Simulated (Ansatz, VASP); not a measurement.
**Two plane-wave programs on Ba2Tl5V3O12**

The input INCAR:

```
PREC     = Accurate       # precision mode
ENCUT    = 520            # plane-wave cutoff, eV
EDIFF    = 1E-8           # SCF threshold, eV
ISMEAR   = -1             # smearing method
SIGMA    = 0.05           # smearing width, eV
LREAL    = F              # projectors in reciprocal space
LASPH    = T              # aspherical terms in the spheres
NELM     = 120            # most SCF steps
ALGO     = Normal         # electronic algorithm
ISIF     = 2              # what is computed and relaxed
LWAVE    = F              # write WAVECAR
LCHARG   = F              # write CHGCAR
ISPIN    = 2              # spin polarisation
MAGMOM   = 0 0 2 2 2 0 0 0 0 0 0 0 0 0 0 0 0 0 0 0 0 0 # initial moments
LORBIT   = 11             # projections on sites
LMAXMIX  = 4              # l up to which the mixer works
GGA      = PE             # functional
LEFG     = T            
KPAR     = 4
```

KPOINTS

```
Automatic mesh
0
Gamma
  4 4 4
```

The input POSCAR:

```
Ba2Tl5V3O12
1.0
    8.1542100000      0.0000000000      0.0000000000
   -4.0771100000      7.0617600000      0.0000000000
    0.0000000000      0.0000000000      6.9212800000
Ba V Tl O
2 3 5 12
Direct
    0.0000000000      0.0000000000      0.2355200000
    0.0000000000      0.0000000000      0.7644800000
    0.5000000000      0.0000000000      0.0000000000
    0.0000000000      0.5000000000      0.0000000000
    0.5000000000      0.5000000000      0.0000000000
    0.5000000000      0.0000000000      0.5000000000
    0.0000000000      0.5000000000      0.5000000000
    0.5000000000      0.5000000000      0.5000000000
    0.3333300000      0.6666700000      0.2248900000
    0.6666700000      0.3333300000      0.7751100000
    0.3389000000      0.3433400000      0.8144400000
    0.6566600000      0.9955600000      0.8144400000
    0.0044400000      0.6611000000      0.8144400000
    0.3433400000      0.3389000000      0.1855600000
    0.9955600000      0.6566600000      0.1855600000
    0.6611000000      0.0044400000      0.1855600000
    0.6611000000      0.6566600000      0.1855600000
    0.3433400000      0.0044400000      0.1855600000
    0.9955600000      0.3389000000      0.1855600000
    0.6566600000      0.6611000000      0.8144400000
    0.0044400000      0.3433400000      0.8144400000
    0.3389000000      0.9955600000      0.8144400000
```

input.yaml

```yaml
crystal:
  lattice:
    - [8.15421, 0.0, 0.0]
    - [-4.07711, 7.06176, 0.0]
    - [0.0, 0.0, 6.92128]
  atoms:
    - { symbol: Ba, position: [0.0, 0.0, 0.23552] }
    - { symbol: Ba, position: [0.0, 0.0, 0.76448] }
    - { symbol: V, position: [0.5, 0.0, 0.0], spin: 2.0 }
    - { symbol: V, position: [0.0, 0.5, 0.0], spin: 2.0 }
    - { symbol: V, position: [0.5, 0.5, 0.0], spin: 2.0 }
    - { symbol: Tl, position: [0.5, 0.0, 0.5] }
    - { symbol: Tl, position: [0.0, 0.5, 0.5] }
    - { symbol: Tl, position: [0.5, 0.5, 0.5] }
    - { symbol: Tl, position: [0.33333, 0.66667, 0.22489] }
    - { symbol: Tl, position: [0.66667, 0.33333, 0.77511] }
    - { symbol: O, position: [0.3389, 0.34334, 0.81444] }
    - { symbol: O, position: [0.65666, 0.99556, 0.81444] }
    - { symbol: O, position: [0.00444, 0.6611, 0.81444] }
    - { symbol: O, position: [0.34334, 0.3389, 0.18556] }
    - { symbol: O, position: [0.99556, 0.65666, 0.18556] }
    - { symbol: O, position: [0.6611, 0.00444, 0.18556] }
    - { symbol: O, position: [0.6611, 0.65666, 0.18556] }
    - { symbol: O, position: [0.34334, 0.00444, 0.18556] }
    - { symbol: O, position: [0.99556, 0.3389, 0.18556] }
    - { symbol: O, position: [0.65666, 0.6611, 0.81444] }
    - { symbol: O, position: [0.00444, 0.34334, 0.81444] }
    - { symbol: O, position: [0.3389, 0.99556, 0.81444] }
hamiltonian:
  xc: pbe
  pseudopotentials: { kind: paw, frozen_core: stored }
magnetization:
  spin_polarized: true
kpoints:
  mp_grid: { grid: [4, 4, 4] }
scf:
  occupations: { method: fermi_dirac, width: 0.05 }
output:
  forces: true
  stress: true
  eigenvalues: true
  efg: {}
  write_density: true
  write_potential: true
  elf: true
  volumetric_format: npy
```

The cell was built by a generator and needn't be a form met in nature.

Alike in both runs: task electric field gradients; functional PBE; k mesh 4 × 4 × 4; occupations fermi-dirac, width 0.05 eV; collinear spin, ferromagnetic start.

```csv
,VASP,Ansatz
version,VASP 6.6.1,Ansatz 0.2.0
potentials or method,"VASP PAW PBE potentials, release 64 (Ba_sv, V_sv, Tl_d, O)",Ansatz PAW
plane-wave cutoff (eV),520,420
valence electrons in the cell,196,196
```

Ansatz gave:

| Property | Result |
| --- | --- |
| gap on the k mesh at the Fermi level (eV) | none |
| pressure (GPa) | 0.2 |
| largest component of the traceless stress (GPa) | 0.47 |
| rms of the force components (eV/Å) | 0.023 |
| net moment per atom (μB) | 0.00 |
| Vzz of the field gradient on the site that differs most (V/Å²) | -233.7 |

Question: Which values does VASP return?

Answer: gap on the k mesh at the Fermi level (eV): none; pressure (GPa): 0.7; largest component of the traceless stress (GPa): 0.44; rms of the force components (eV/Å): 0.025; net moment per atom (μB): 0.00; Vzz of the field gradient on the site that differs most (V/Å²): -262.1.

Atom by atom the forces differ by 0.032 eV/Å (rms over components). A gap of «none» marks a metal or a gap that the smearing closes.

Caveats: semilocal functionals often make such compounds metallic where correlation or magnetic order opens a gap, which also shifts bond lengths; the pressure holds a Pulay correction of +0.4 GPa for the finite cutoff (Ansatz); the starting moments weren't kept (Ansatz). With open d or f shells a metallic result of PBE can be an artefact of self-interaction; +U or a hybrid may open a gap. The runs have no spin-orbit coupling, so splittings on Ba, Tl are missing.
